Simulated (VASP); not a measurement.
Write the native input for VASP 6.6.1 that does the following.

| Item | Value |
| --- | --- |
| Task | single point |
| Functional | LDA |
| Potentials or basis | VASP PAW LDA potentials, release 64 (K_sv, Pd, C) |
| Cutoff | 520 eV |
| k mesh | 9 × 9 × 6 |
| Occupations | gaussian, width 0.05 eV |
| Spin | no spin polarisation |
| Dipole correction | no |
| Further INCAR settings | ALGO = Normal; EDIFF = 1e-07; NBANDS = 26 |

The structure of K2PdC2 lies in POSCAR:

```
K2PdC2
1.0
    4.9581348946      0.0000000000      0.0000000000
   -2.4790674473      4.2938707741      0.0000000000
    0.0000000000      0.0000000000      5.6030827402
K Pd C
2 1 2
Direct
    0.6666666667      0.3333333333      0.7201982100
    0.3333333333      0.6666666667      0.2798017900
    0.0000000000      0.0000000000      0.0000000000
    0.0000000000      0.0000000000      0.6201967800
    0.0000000000      0.0000000000      0.3798032200
```

The cell comes from a database or a generator and needn't be the stable form of this composition.

One way to write it, as run:

INCAR

```
PREC = Accurate
ENCUT = 520
EDIFF = 1E-7
ISMEAR = 0
SIGMA = 0.05
LREAL = F
LASPH = T
NELM = 100
ALGO = Normal
ISIF = 2
LWAVE = F
LCHARG = T
LELF = T
LVHAR = T
NBANDS = 26
```

KPOINTS

```
Automatic mesh
0
Gamma
  9 9 6
```

Potentials or basis: VASP PAW LDA potentials, release 64 (K_sv, Pd, C).

Command:

```bash
$ cat potpaw_LDA.64/K_sv/POTCAR potpaw_LDA.64/Pd/POTCAR potpaw_LDA.64/C/POTCAR > POTCAR
$ mpirun -np 1 vasp_std > vasp.out
```

It gave:

```
Pressure               : -7.5 GPa
Largest force          : 3.531 eV/Å
Band gap on the k mesh : 1.56 eV, indirect (least direct gap 1.60 eV)
```

Caveat: an odd mesh through Γ misses points on the zone boundary, where band edges often lie; forces of over 1 eV/Å show positions far from the minimum, so gaps and moduli don't describe the material at rest.

It took 2.2 min on 1 thread of AMD EPYC 9R45 (Zen 5), with other jobs on the host, peak memory 0.29 GiB.
